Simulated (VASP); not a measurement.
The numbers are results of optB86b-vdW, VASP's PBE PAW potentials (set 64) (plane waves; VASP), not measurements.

A VASP calculation is set up with these files.

POSCAR:
```
Cd
1
    1.4900000000    -2.5807560000     0.0000000000
    1.4900000000     2.5807560000     0.0000000000
    0.0000000000     0.0000000000     5.6200000000
Cd
2
Direct
  0.3333330000   0.6666670000   0.2500000000
  0.6666670000   0.3333330000   0.7500000000
```

### INCAR
```
LMAXMIX = 4
EDIFFG = -0.01   # ionic stop
ISIF = 3   # ions, shape and volume
ENCUT = 520   # plane-wave cut-off (eV)
PARAM1 = 0.1234
ALGO = Normal
LREAL = .False.   # projection in real space or not
IBRION = 2   # conjugate gradients
SYSTEM = Cd
ISMEAR = 1   # Methfessel-Paxton
SIGMA = 0.1   # width (eV)
GGA = MK
NSW = 60
EDIFF = 1E-6
LASPH = .True.   # aspherical one-centre terms
LWAVE = .False.
PARAM2 = 1.0
AGGAC = 0.0
LCHARG = .False.
PREC = Accurate
NELM = 100   # most electronic steps
LUSE_VDW = .True.
```

**KPOINTS**
```
Automatic mesh
0
G
  13 13 6
```

POTCAR, in this order: Cd (PBE.64 set). Program: vasp_std.

Output

**OUTCAR**
```
 ion  position               nearest neighbor table
   1  0.333  0.667  0.250-   2 3.29   2 3.29   2 3.29   2 3.29   2 3.29   2 3.29
   2  0.667  0.333  0.750-   1 3.29   1 3.29   1 3.29   1 3.29   1 3.29   1 3.29
  LATTYP: Found a hexagonal cell.
 ALAT       =     2.9800002570
 C/A-ratio  =     1.8859058776
 Subroutine PRICEL returns:
 Original cell was already a primitive cell.
 Subroutine GETGRP returns: Found 24 space group operations
The static configuration has the point symmetry D_3d.
 The point group associated with its full space group is D_6h.
The dynamic configuration has the point symmetry D_3d.
 Subroutine INISYM returns: Found 24 space group operations
 Subroutine IBZKPT returns following result:
 Found     84 irreducible k-points:

 Following reciprocal coordinates:
            Coordinates               Weight
  0.000000  0.000000  0.000000      1.000000
  0.076923 -0.000000  0.000000      6.000000
  0.153846  0.000000  0.000000      6.000000
  0.230769  0.000000  0.000000      6.000000
  0.307692  0.000000  0.000000      6.000000
  0.384615 -0.000000  0.000000      6.000000
  0.461538 -0.000000  0.000000      6.000000
...
```

**OSZICAR**
```
       N       E                     dE             d eps       ncg     rms          rms(c)
DAV:   1     0.172103616178E+03    0.17210E+03   -0.13448E+04  2696   0.150E+03
DAV:   2     0.802608184168E+01   -0.16408E+03   -0.16074E+03  2736   0.372E+02
DAV:   3     0.464066850397E+01   -0.33854E+01   -0.33812E+01  3312   0.635E+01
DAV:   4     0.463640014451E+01   -0.42684E-02   -0.42683E-02  3160   0.197E+00
DAV:   5     0.463638873206E+01   -0.11412E-04   -0.11412E-04  3240   0.947E-02    0.440E+00
DAV:   6     0.475715892278E+01    0.12077E+00   -0.34469E-01  2880   0.765E+00    0.350E+00
DAV:   7     0.476479306420E+01    0.76341E-02   -0.32066E-02  3032   0.181E+00    0.175E+00
DAV:   8     0.476511597656E+01    0.32291E-03   -0.36163E-03  2960   0.843E-01    0.949E-02
DAV:   9     0.476507559326E+01   -0.40383E-04   -0.29495E-05  3456   0.645E-02    0.376E-02
DAV:  10     0.476502880250E+01   -0.46791E-04   -0.48381E-05  2992   0.697E-02    0.352E-03
DAV:  11     0.476502885701E+01    0.54505E-07   -0.49516E-08  2168   0.231E-03
   1 F= 0.47650289E+01 E0= 0.47652285E+01  d E =0.476503E+01
       N       E                     dE             d eps       ncg     rms          rms(c)
DAV:   1     0.472354018448E+01   -0.41489E-01   -0.97236E-01  2808   0.121E+01    0.143E+00
DAV:   2     0.475864697160E+01    0.35107E-01   -0.92052E-02  2912   0.416E+00    0.475E-01
DAV:   3     0.476215936691E+01    0.35124E-02   -0.50820E-03  3168   0.815E-01    0.364E-01
DAV:   4     0.476317615168E+01    0.10168E-02   -0.12511E-03  2872   0.330E-01    0.418E-02
DAV:   5     0.476317251388E+01   -0.36378E-05   -0.10870E-04  3088   0.127E-01    0.233E-02
DAV:   6     0.476317242430E+01   -0.89573E-07   -0.31074E-06  2360   0.156E-02
   2 F= 0.47631724E+01 E0= 0.47633885E+01  d E =-.185643E-02
       N       E                     dE             d eps       ncg     rms          rms(c)
DAV:   1     0.475604657454E+01   -0.71259E-02   -0.16848E-01  2784   0.501E+00    0.588E-01
DAV:   2     0.476215603151E+01    0.61095E-02   -0.16189E-02  2936   0.174E+00    0.194E-01
DAV:   3     0.476276513698E+01    0.60911E-03   -0.88689E-04  3136   0.338E-01    0.147E-01
DAV:   4     0.476294565490E+01    0.18052E-03   -0.22336E-04  2856   0.140E-01    0.166E-02
DAV:   5     0.476294519400E+01   -0.46090E-06   -0.19458E-05  3056   0.548E-02    0.967E-03
DAV:   6     0.476294534262E+01    0.14861E-06   -0.54660E-07  1592   0.705E-03
   3 F= 0.47629453E+01 E0= 0.47631130E+01  d E =-.208351E-02
       N       E                     dE             d eps       ncg     rms          rms(c)
DAV:   1     0.475121929414E+01   -0.11726E-01   -0.46967E-01  2856   0.644E+00    0.561E-01
DAV:   2     0.475908431661E+01    0.78650E-02   -0.86721E-03  2904   0.129E+00    0.285E-01
DAV:   3     0.476190954571E+01    0.28252E-02   -0.31506E-03  2856   0.562E-01    0.123E-01
DAV:   4     0.476216393567E+01    0.25439E-03   -0.67240E-04  3136   0.264E-01    0.483E-02
DAV:   5     0.476216387276E+01   -0.62908E-07   -0.47764E-05  3032   0.865E-02    0.208E-02
DAV:   6     0.476216506113E+01    0.11884E-05   -0.68952E-06  2824   0.346E-02    0.434E-03
DAV:   7     0.476216508370E+01    0.22565E-07   -0.27426E-07  1416   0.622E-03
   4 F= 0.47621651E+01 E0= 0.47623296E+01  d E =-.780259E-03
       N       E                     dE             d eps       ncg     rms          rms(c)
DAV:   1     0.476216068975E+01   -0.43714E-05   -0.16417E-04  2856   0.121E-01    0.104E-02
DAV:   2     0.476216352375E+01    0.28340E-05   -0.30504E-06  2232   0.247E-02    0.534E-03
DAV:   3     0.476216445170E+01    0.92795E-06   -0.10853E-06  1704   0.103E-02
   5 F= 0.47621645E+01 E0= 0.47623300E+01  d E =-.780891E-03
       N       E                     dE             d eps       ncg     rms          rms(c)
DAV:   1     0.475202740607E+01   -0.10136E-01   -0.19555E-01  2688   0.586E+00    0.714E-01
DAV:   2     0.476128615497E+01    0.92587E-02   -0.26383E-02  2696   0.225E+00    0.211E-01
DAV:   3     0.476184520834E+01    0.55905E-03   -0.11951E-03  3016   0.400E-01    0.171E-01
DAV:   4     0.476195866020E+01    0.11345E-03   -0.12672E-04  2792   0.889E-02    0.129E-02
DAV:   5     0.476195830143E+01   -0.35877E-06   -0.34058E-06  2496   0.208E-02
   6 F= 0.47619583E+01 E0= 0.47621177E+01  d E =-.206150E-03
       N       E                     dE             d eps       ncg     rms          rms(c)
DAV:   1     0.476007085013E+01   -0.18878E-02   -0.37949E-02  2688   0.259E+00    0.316E-01
DAV:   2     0.476188371578E+01    0.18129E-02   -0.51130E-03  2696   0.989E-01    0.956E-02
DAV:   3     0.476199216068E+01    0.10844E-03   -0.23347E-04  3040   0.178E-01    0.778E-02
DAV:   4     0.476201051306E+01    0.18352E-04   -0.25577E-05  2808   0.399E-02    0.590E-03
DAV:   5     0.476201030037E+01   -0.21268E-06   -0.68776E-07  1880   0.918E-03
   7 F= 0.47620103E+01 E0= 0.47621645E+01  d E =-.154151E-03
       N       E                     dE             d eps       ncg     rms          rms(c)
DAV:   1     0.476137961207E+01   -0.63090E-03   -0.11731E-02  2688   0.144E+00    0.178E-01
DAV:   2     0.476192192463E+01    0.54231E-03   -0.15460E-03  2696   0.543E-01    0.522E-02
DAV:   3     0.476195808644E+01    0.36162E-04   -0.71104E-05  3008   0.986E-02    0.428E-02
DAV:   4     0.476196971686E+01    0.11630E-04   -0.68969E-06  2784   0.209E-02    0.315E-03
DAV:   5     0.476196985406E+01    0.13720E-06   -0.20706E-07  1408   0.501E-03
   8 F= 0.47619699E+01 E0= 0.47621270E+01  d E =-.194598E-03
       N       E                     dE             d eps       ncg     rms          rms(c)
DAV:   1     0.476185223409E+01   -0.11748E-03   -0.21256E-03  2688   0.614E-01    0.752E-02
DAV:   2     0.476195087912E+01    0.98645E-04   -0.28395E-04  2696   0.233E-01    0.229E-02
DAV:   3     0.476195794406E+01    0.70649E-05   -0.13044E-05  2976   0.421E-02    0.187E-02
DAV:   4     0.476196099658E+01    0.30525E-05   -0.13903E-06  2040   0.933E-03    0.143E-03
DAV:   5     0.476196105086E+01    0.54275E-07   -0.49810E-08  1344   0.239E-03
   9 F= 0.47619611E+01 E0= 0.47621194E+01  d E =-.203401E-03
```

### OUTCAR
```
------------------------ aborting loop because EDIFF is reached ----------------------------------------
  FORCE on cell =-STRESS in cart. coord.  units (eV):
  Direction    XX          YY          ZZ          XY          YZ          ZX
  --------------------------------------------------------------------------------------
  Total        0.0187031      0.0187031     -0.0006141      0.0000000     -0.0000000      0.0000000
  in kB        0.6889152      0.6889154     -0.0226202      0.0000000     -0.0000000      0.0000000
  external PRESSURE =       0.4517368 kB  Pullay stress =       0.0000000 kB
  volume of cell :       43.50
      direct lattice vectors                 reciprocal lattice vectors
     1.502053847 -2.601633883  0.000000000     0.332877547 -0.192186919 -0.000000000
     1.502053847  2.601633883  0.000000000     0.332877547  0.192186919 -0.000000000
     0.000000000  0.000000000  5.565413257    -0.000000000 -0.000000000  0.179681176
 POSITION                                       TOTAL-FORCE (eV/Angst)
 -----------------------------------------------------------------------------------
      1.50205      0.86721      1.39135         0.000000     -0.000000      0.000000
      1.50205     -0.86721      4.17406        -0.000000      0.000000     -0.000000
 -----------------------------------------------------------------------------------
    total drift:                               -0.000000      0.000198      0.000001
  FREE ENERGIE OF THE ION-ELECTRON SYSTEM (eV)
  ---------------------------------------------------
  free  energy   TOTEN  =         4.7619610509 eV

  energy  without entropy=        4.7624360595  energy(sigma->0) =        4.76211939

 reached required accuracy - stopping structural energy minimisation
```
(Selected blocks of OUTCAR.)

### CONTCAR
```
Cd
   1.00000000000000
     1.5020538469536862   -2.6016338825167740    0.0000000000000000
     1.5020538469536862    2.6016338825167740    0.0000000000000000
     0.0000000000000000    0.0000000000000000    5.5654132566355017
  Cd
     2
Direct
     0.3333330000000032    0.6666669999999968    0.2500000000000000
     0.6666669999999968    0.3333330000000032    0.7500000000000000
```

The compound is Cd in the hcp structure. This run relaxes it. Symmetry was kept, so distortions that lower it aren't found.
